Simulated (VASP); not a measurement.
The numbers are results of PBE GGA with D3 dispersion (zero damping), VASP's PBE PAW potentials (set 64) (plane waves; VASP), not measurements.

Input for VASP

### INCAR
```
ALGO = Normal
EDIFF = 1E-7
ENCUT = 520
GGA = PE
ICHARG = 11
ISMEAR = 0
IVDW = 11
LASPH = T
LCHARG = F
LMAXMIX = 4
LORBIT = 11
LREAL = F
LWAVE = F
NELM = 100
PREC = Accurate
SIGMA = 0.05
SYSTEM = ZnO
```

POSCAR:
```
ZnO
1.0
  1.6362538484  -2.8340752463   0.0000000000
  1.6362538484   2.8340752463   0.0000000000
  0.0000000000   0.0000000000   5.2812445686
Zn O
2 2
direct
  0.6666670000   0.3333330000   0.5012130862
  0.3333330000   0.6666670000   0.0012130862
  0.6666670000   0.3333330000   0.8807869138
  0.3333330000   0.6666670000   0.3807869138
```

File KPOINTS:
```
k-points along high-symmetry lines
10
Line-mode
Reciprocal
  0.000000   0.000000   0.000000 ! GAMMA
 -0.000000   0.500000   0.000000 ! M

 -0.000000   0.500000   0.000000 ! M
 -0.333333   0.666667   0.000000 ! K

 -0.333333   0.666667   0.000000 ! K
  0.000000   0.000000   0.000000 ! GAMMA

  0.000000   0.000000   0.000000 ! GAMMA
  0.000000   0.000000   0.500000 ! A

  0.000000   0.000000   0.500000 ! A
 -0.000000   0.500000   0.500000 ! L

 -0.000000   0.500000   0.500000 ! L
 -0.333333   0.666667   0.500000 ! H

 -0.333333   0.666667   0.500000 ! H
  0.000000   0.000000   0.500000 ! A

 -0.000000   0.500000   0.500000 ! L
 -0.000000   0.500000   0.000000 ! M

 -0.333333   0.666667   0.500000 ! H
 -0.333333   0.666667   0.000000 ! K
```

POTCAR, in this order: Zn O (PBE.64 set). Program: vasp_std. Read from the step before: CHGCAR.

The resulting files:

**OSZICAR**
```
       N       E                     dE             d eps       ncg     rms          rms(c)
DAV:   1     0.275184650760E+03    0.27518E+03   -0.19019E+04  3968   0.239E+03
DAV:   2     0.997562696773E+01   -0.26521E+03   -0.25566E+03  4218   0.443E+02
DAV:   3    -0.167803582755E+02   -0.26756E+02   -0.26336E+02  4656   0.143E+02
DAV:   4    -0.172889420978E+02   -0.50858E+00   -0.50784E+00  4458   0.210E+01
DAV:   5    -0.172931070554E+02   -0.41650E-02   -0.41639E-02  4476   0.169E+00
DAV:   6    -0.172931589990E+02   -0.51944E-04   -0.51943E-04  4488   0.158E-01
DAV:   7    -0.172931599690E+02   -0.96995E-06   -0.96997E-06  4494   0.185E-02
DAV:   8    -0.172931599907E+02   -0.21681E-07   -0.21677E-07  3742   0.234E-03
   1 F= -.18108163E+02 E0= -.18108163E+02  d E =-.323098E-15
```

**OUTCAR**
```
 val. band max:        0.9530160496   @ k =   0.0000   0.0000   0.0000

 cond. band min:       1.6905569280   @ k =   0.0000   0.0000   0.0000



 k-point     1 :       0.0000    0.0000    0.0000
  band No.  band energies     occupation
      1     -16.9164      2.00000
      2     -16.2397      2.00000
      3      -4.6159      2.00000
      4      -4.6159      2.00000
      5      -4.5685      2.00000
      6      -4.4753      2.00000
      7      -4.4335      2.00000
      8      -4.4335      2.00000
      9      -3.5123      2.00000
     10      -3.5123      2.00000
     11      -3.3156      2.00000
     12      -3.3156      2.00000
     13      -3.0456      2.00000
     14       0.1964      2.00000
     15       0.1964      2.00000
     16       0.8698      2.00000
     17       0.9530      2.00000
     18       0.9530      2.00000
     19       1.6906      0.00000
     20       6.0671      0.00000
     21       9.0454      0.00000
     22      13.7125      0.00000

 k-point     2 :       0.0000    0.0556    0.0000
  band No.  band energies     occupation
      1     -16.9001      2.00000
      2     -16.2323      2.00000
      3      -4.6353      2.00000
      4      -4.6061      2.00000
      5      -4.5563      2.00000
      6      -4.4558      2.00000
      7      -4.4316      2.00000
      8      -4.4200      2.00000
      9      -3.5191      2.00000
     10      -3.5135      2.00000
     11      -3.3141      2.00000
     12      -3.3016      2.00000
     13      -3.0494      2.00000
     14       0.0823      2.00000
     15       0.1555      2.00000
     16       0.6779      2.00000
     17       0.8516      2.00000
     18       0.9313      2.00000
     19       2.0025      0.00000
     20       6.1994      0.00000
     21       9.0458      0.00000
     22      13.3439      0.00000

 k-point     3 :       0.0000    0.1111    0.0000
  band No.  band energies     occupation
      1     -16.8525      2.00000
      2     -16.2113      2.00000
...
```

The density is held fixed in this step, so its total energy and stress have no physical meaning.

The compound is ZnO in the wurtzite structure. It was relaxed first.
